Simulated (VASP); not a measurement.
VASP input:

**INCAR**
```
! general
SYSTEM =CsSnBr3
PREC   =Accurate
ENCUT  =400
LREAL  =.FALSE.
LASPH  =.TRUE.

! electronic loop
EDIFF  =1E-7
NELM   =100
ALGO   =Normal
LMAXMIX=4

! smearing
ISMEAR =-5

! functional
GGA    =PS

! ions
ISIF   =2

! output
LWAVE  =.FALSE.
LCHARG =.TRUE.
LORBIT =11
NEDOS  =601
```

File POSCAR:
```
CsSnBr3
1
    5.7815118209     0.0000000000     0.0000000000
    0.0000000000     5.7815118209     0.0000000000
    0.0000000000     0.0000000000     5.7815118209
Cs Sn Br
1 1 3
Direct
  0.0000000000   0.0000000000   0.0000000000
  0.5000000000   0.5000000000   0.5000000000
  0.5000000000   0.0000000000   0.5000000000
  0.0000000000   0.5000000000   0.5000000000
  0.5000000000   0.5000000000   0.0000000000
```

**KPOINTS**
```
Automatic
0
gamma
  5 5 5
```

POTCAR, in this order: Cs_sv Sn_d Br (PBE.64 set). Program: vasp_std.

Task: Translate this PBEsol calculation to Quantum ESPRESSO's pw.x.

Result: One equivalent input (not run):
```
&CONTROL
  calculation = 'scf'
  pseudo_dir = './pseudo'
  outdir = './out'
  tprnfor = .true.
  tstress = .true.
/
&SYSTEM
  ibrav = 0
  nat = 5
  ntyp = 3
  ecutwfc = 72
  occupations = 'tetrahedra'
  input_dft = 'pbesol'
/
&ELECTRONS
  conv_thr = 7.3e-09
  electron_maxstep = 100
/
ATOMIC_SPECIES
  Cs 132.905 Cs.upf
  Sn 118.710 Sn.upf
  Br 79.904 Br.upf
CELL_PARAMETERS angstrom
     5.7815118    0.0000000    0.0000000
     0.0000000    5.7815118    0.0000000
     0.0000000    0.0000000    5.7815118
ATOMIC_POSITIONS crystal
  Cs   0.0000000  0.0000000  0.0000000
  Sn   0.5000000  0.5000000  0.5000000
  Br   0.5000000  0.0000000  0.5000000
  Br   0.0000000  0.5000000  0.5000000
  Br   0.5000000  0.5000000  0.0000000
K_POINTS automatic
  5 5 5 0 0 0
```
What does not carry over: the potentials are each code's own (VASP's PAW set, PseudoDojo norm-conserving files in pw.x), so ENCUT and ecutwfc are chosen apart and not converted; conv_thr bounds pw.x's estimated SCF error, while EDIFF bounds the energy change between steps.

The structure comes from a computed database's CsSnBr3 entry (Pm-3m); how it stands against other phases isn't given here. It was relaxed first.
